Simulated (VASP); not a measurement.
A convergence study with VASP on AlP (zinc blende): one setting is varied, all else stays as given below, so the limit is that of these other settings. ε∞ is the independent-particle value.

```xyz
2
Lattice="0.0000 2.7300 2.7300 2.7300 0.0000 2.7300 2.7300 2.7300 0.0000" Properties=species:S:1:pos:R:3 pbc="T T T"
Al     0.0000     0.0000     0.0000
P      1.3650     1.3650     1.3650
```

Method: PBE GGA, VASP's PBE PAW potentials (set 64) (plane waves; VASP). The tightest run used: 550 eV cut-off, 7×7×7 Γ-centred mesh, Gaussian smearing of 0.050 eV, potentials Al P.

Problem. The settings run are NBANDS = 5; NBANDS = 6; NBANDS = 8; NBANDS = 12; NBANDS = 20; NBANDS = 36; NBANDS = 68; NBANDS = 132. From which on does the mean ε∞ stay within 0.1  of the tightest run?

Solution. From NBANDS = 12 on: it is off by 0.02 there and by no more than 0.1 in any finer run, while NBANDS = 8 is off by 0.21.
```json
[
 {"setting": "NBANDS = 5", "mean ε∞": "6.55", "bands": "5", "difference judged ()": "2.62"},
 {"setting": "NBANDS = 6", "mean ε∞": "7.99", "bands": "6", "difference judged ()": "1.17"},
 {"setting": "NBANDS = 8", "mean ε∞": "8.95", "bands": "8", "difference judged ()": "0.21"},
 {"setting": "NBANDS = 12", "mean ε∞": "9.14", "bands": "12", "difference judged ()": "0.02"},
 {"setting": "NBANDS = 20", "mean ε∞": "9.16", "bands": "20", "difference judged ()": "0.00"},
 {"setting": "NBANDS = 36", "mean ε∞": "9.17", "bands": "36", "difference judged ()": "0.00"},
 {"setting": "NBANDS = 68", "mean ε∞": "9.17", "bands": "68", "difference judged ()": "0.00"},
 {"setting": "NBANDS = 132", "mean ε∞": "9.16", "bands": "132", "difference judged ()": "0.00"}
]
```

Left out are rungs that failed or repeat a setting and relaxations that didn't move; long series are thinned to 24 rows.

The compound is AlP in the zinc blende structure. The cell was not relaxed at this level.
